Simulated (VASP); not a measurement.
Output of a VASP run:

File OUTCAR:
```
 ion  position               nearest neighbor table
   1  0.000  0.000  0.000-   3 2.39   3 2.39   3 2.39   2 2.39   3 2.39   2 2.39   2 2.39   2 2.39
  LATTYP: Found a face centered cubic cell.
 ALAT       =     5.5182000000
 Subroutine PRICEL returns:
 Original cell was already a primitive cell.
 Subroutine GETGRP returns: Found 48 space group operations
The static configuration has the point symmetry O_h .
The dynamic configuration has the point symmetry O_h .
 Subroutine INISYM returns: Found 48 space group operations
 Subroutine IBZKPT returns following result:
 Found     16 irreducible k-points:

 Following reciprocal coordinates:
            Coordinates               Weight
  0.000000  0.000000  0.000000      1.000000
  0.166667  0.000000  0.000000      8.000000
  0.333333  0.000000  0.000000      8.000000
  0.500000  0.000000  0.000000      4.000000
  0.166667  0.166667  0.000000      6.000000
  0.333333  0.166667  0.000000     24.000000
  0.500000  0.166667  0.000000     24.000000
 -0.333333  0.166667  0.000000     24.000000
 -0.166667  0.166667  0.000000     12.000000
  0.333333  0.333333  0.000000      6.000000
  0.500000  0.333333  0.000000     24.000000
 -0.333333  0.333333  0.000000     12.000000
  0.500000  0.500000  0.000000      3.000000
  0.500000  0.333333  0.166667     24.000000
 -0.333333  0.333333  0.166667     24.000000
 -0.333333  0.500000  0.166667     12.000000
   k-points           NKPTS =     16   k-points in BZ     NKDIM =     16   number of bands    NBANDS=     16
   number of dos      NEDOS =    301   number of ions     NIONS =      3
   total plane-waves  NPLWV =  27000
   dimension x,y,z NGX =    30 NGY =   30 NGZ =   30
   dimension x,y,z NGXF=    60 NGYF=   60 NGZF=   60
   ions per type =               1   2
   PREC   = accura    normal or accurate (medium, high low for compatibility)
   ISTART =      0    job   : 0-new  1-cont  2-samecut
   ICHARG =      2    charge: 1-file 2-atom 10-const
   ISPIN  =      1    spin polarized calculation?
   LNONCOLLINEAR =      F non collinear calculations
   LSORBIT =      F    spin-orbit coupling
   INIWAV =      1    electr: 0-lowe 1-rand  2-diag
   ENCUT  =  520.0 eV  38.22 Ry    6.18 a.u.   7.26  7.26  7.26*2*pi/ulx,y,z
   NELM   =    100;   NELMIN=  2; NELMDL= -5     # of ELM steps
   EDIFF  = 0.1E-05   stopping-criterion for ELM
   LREAL  =      F    real-space projection
   NLSPLINE    = F    spline interpolate recip. space projectors
   LMAXMIX     =    6 max onsite mixed and CHGCAR
   VOSKOWN=      0    Vosko Wilk Nusair interpolation
   EDIFFG = 0.1E-04   stopping-criterion for IOM
   NSW    =      0    number of steps for IOM
   NBLOCK =      1;   KBLOCK =      1    inner block; outer block
   IBRION =     -1    ionic relax: 0-MD 1-quasi-New 2-CG
   NFREE  =      0    steps in history (QN), initial steepest desc. (CG)
   ISIF   =      2    stress and relaxation
   ISYM   =      2    0-nonsym 1-usesym 2-fastsym
   TEIN   =    0.0    initial temperature
   TEBEG  =    0.0;   TEEND  =   0.0 temperature during run
   SMASS  =  -3.00    Nose mass-parameter (am)
   PSTRESS=    0.0 pullay stress
   NELECT =      24.0000    total number of electrons
   EFERMI =   0.00;   METHOD = LEGACY
   ISMEAR =     2;   SIGMA  =   0.10  broadening in eV -4-tet -1-fermi 0-gaus
   IALGO  =     38    algorithm
   LDIAG  =      T    sub-space diagonalisation (order eigenvalues)
   IMIX   =      4    mixing-type and parameters
     AMIX     =   0.40;   BMIX     =  1.00
     AMIX_MAG =   1.60;   BMIX_MAG =  1.00
     AMIN     =   0.10
   GGA     = PE    functional components
   VOSKOWN =     0    Vosko Wilk Nusair interpolation
   LHFCALC =     F    Hartree Fock is set to
   LHFONE  =     F    Hartree Fock one center treatment
   AEXX    =    0.0000 exact exchange contribution
   IVDW    =     0    specifies the selected vdW correction
   LEPSILON=     F    determine dielectric tensor
   LRPA    =     F    only Hartree local field effects (RPA)
  energy-cutoff  :      520.00
...
```

OSZICAR:
```
       N       E                     dE             d eps       ncg     rms          rms(c)
DAV:   1     0.229779540535E+03    0.22978E+03   -0.11420E+04   512   0.194E+03
DAV:   2     0.969683079672E+01   -0.22008E+03   -0.21319E+03   800   0.305E+02
DAV:   3    -0.303664961546E+02   -0.40063E+02   -0.36243E+02   688   0.152E+02
DAV:   4    -0.317715155853E+02   -0.14050E+01   -0.14054E+01   744   0.298E+01
DAV:   5    -0.318465637797E+02   -0.75048E-01   -0.75045E-01   856   0.640E+00    0.269E+01
DAV:   6    -0.307039037284E+02    0.11427E+01   -0.10730E+02   768   0.586E+01    0.330E+01
DAV:   7    -0.285329106591E+02    0.21710E+01   -0.24247E+02   848   0.134E+02    0.192E+01
DAV:   8    -0.279123132570E+02    0.62060E+00   -0.41708E+00   640   0.221E+01    0.136E+01
DAV:   9    -0.263761956477E+02    0.15361E+01   -0.63941E+00   752   0.207E+01    0.248E+00
DAV:  10    -0.263092867610E+02    0.66909E-01   -0.25964E-01   912   0.458E+00    0.181E+00
DAV:  11    -0.262656186166E+02    0.43668E-01   -0.61869E-02   736   0.238E+00    0.146E+00
DAV:  12    -0.262178011857E+02    0.47817E-01   -0.14637E-01   800   0.366E+00    0.715E-01
DAV:  13    -0.262191694733E+02   -0.13683E-02   -0.22306E-01   736   0.427E+00    0.104E+00
DAV:  14    -0.262124049029E+02    0.67646E-02   -0.11680E-01   816   0.308E+00    0.261E-01
DAV:  15    -0.262119453766E+02    0.45953E-03   -0.56223E-03   792   0.711E-01    0.548E-02
DAV:  16    -0.262121474043E+02   -0.20203E-03   -0.17577E-03   784   0.421E-01    0.147E-01
DAV:  17    -0.262119622706E+02    0.18513E-03   -0.27235E-03   696   0.484E-01    0.334E-02
DAV:  18    -0.262119573676E+02    0.49031E-05   -0.61447E-05   888   0.608E-02    0.261E-02
DAV:  19    -0.262119554488E+02    0.19188E-05   -0.48030E-06   664   0.167E-02    0.208E-02
DAV:  20    -0.262119489880E+02    0.64608E-05   -0.30493E-05   704   0.496E-02    0.582E-03
DAV:  21    -0.262119485350E+02    0.45297E-06   -0.31189E-06   528   0.158E-02
   1 F= -.26211949E+02 E0= -.26212316E+02  d E =0.147178E-02
```

### OUTCAR
```
------------------------ aborting loop because EDIFF is reached ----------------------------------------
  FORCE on cell =-STRESS in cart. coord.  units (eV):
  Direction    XX          YY          ZZ          XY          YZ          ZX
  --------------------------------------------------------------------------------------
  Total       -1.2699242     -1.2699242     -1.2699242      0.0000000      0.0000000      0.0000000
  in kB      -48.4346383    -48.4346383    -48.4346383      0.0000000      0.0000000      0.0000000
  external PRESSURE =     -48.4346383 kB  Pullay stress =       0.0000000 kB
  volume of cell :       42.01
      direct lattice vectors                 reciprocal lattice vectors
     0.000000000  2.759100000  2.759100000    -0.181218513  0.181218513  0.181218513
     2.759100000  0.000000000  2.759100000     0.181218513 -0.181218513  0.181218513
     2.759100000  2.759100000  0.000000000     0.181218513  0.181218513 -0.181218513
 POSITION                                       TOTAL-FORCE (eV/Angst)
 -----------------------------------------------------------------------------------
      0.00000      0.00000      0.00000        -0.000000      0.000000      0.000000
      1.37955      1.37955      1.37955        -0.000000     -0.000000     -0.000000
      4.13865      4.13865      4.13865         0.000000     -0.000000      0.000000
 -----------------------------------------------------------------------------------
    total drift:                                0.000000     -0.000000      0.000000
  FREE ENERGIE OF THE ION-ELECTRON SYSTEM (eV)
  ---------------------------------------------------
  free  energy   TOTEN  =       -26.2119485350 eV

  energy  without entropy=      -26.2134203172  energy(sigma->0) =      -26.21231648
```
(Selected blocks of OUTCAR.)

**POSCAR**
```
CeO2
1
    0.0000000000     2.7591000000     2.7591000000
    2.7591000000     0.0000000000     2.7591000000
    2.7591000000     2.7591000000     0.0000000000
Ce O
1 2
Direct
  0.0000000000   0.0000000000   0.0000000000
  0.2500000000   0.2500000000   0.2500000000
  0.7500000000   0.7500000000   0.7500000000
```

Q: Write an INCAR and KPOINTS that could have produced this output.

A: Several could match; the one computed here: the input of the run itself, PBE GGA, plane waves, VASP's PBE PAW potentials (set 64).

### INCAR
```
# general
SYSTEM   =  CeO2
PREC     =  Accurate
ENCUT    =  520
LREAL    =  .False.   # projection in real space or not
LASPH    =  .True.   # aspherical one-centre terms

# electronic loop
EDIFF    =  1E-6
NELM     =  100   # most electronic steps
ALGO     =  Normal
LMAXMIX  =  6   # l cut-off of mixed one-centre charges

# smearing
ISMEAR   =  2
SIGMA    =  0.1   # width (eV)

# functional
GGA      =  PE

# ions
ISIF     =  2

# output
LWAVE    =  .False.
LCHARG   =  .False.
```

**KPOINTS**
```
Automatic mesh
0
Gamma
6 6 6
0 0 0
```

POTCAR, in this order: Ce O (PBE.64 set). Program: vasp_std.

The compound is CeO2 in the fluorite structure. The cell was not relaxed at this level. The run is one of a series of settings (ISMEAR = 2, SIGMA = 0.1 against the base run), some of them coarse on purpose. The run is not spin-polarised, so no magnetic state was tried.
